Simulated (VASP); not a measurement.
Energy against volume of CaO (rock salt). Computed with PW91 GGA, VASP's PBE PAW potentials (set 64) (plane waves; VASP). Run with 520 eV cut-off, 9×9×9 Γ-centred mesh, Gaussian smearing of 0.050 eV, potentials Ca_sv O.

```json
[
 {"V (Å³/atom)": "13.672", "E (eV/atom)": "-6.47462"},
 {"V (Å³/atom)": "14.095", "E (eV/atom)": "-6.47954"},
 {"V (Å³/atom)": "14.518", "E (eV/atom)": "-6.47597"},
 {"V (Å³/atom)": "14.941", "E (eV/atom)": "-6.46511"}
]
```

Q: Fit these four points and predict the energy of the run at 13.250 Å³/atom.

A: A cubic in V^(−2/3), the third-order Birch-Murnaghan form, passes through the four points with V0 = 14.12 Å³/atom and B0 = 106 GPa, and gives -6.4598 eV/atom there. The run gave -6.4596 eV/atom, +0.2 meV/atom from the fit; all five points give B0 = 107 GPa.

The compound is CaO in the rock salt structure. It was relaxed first.
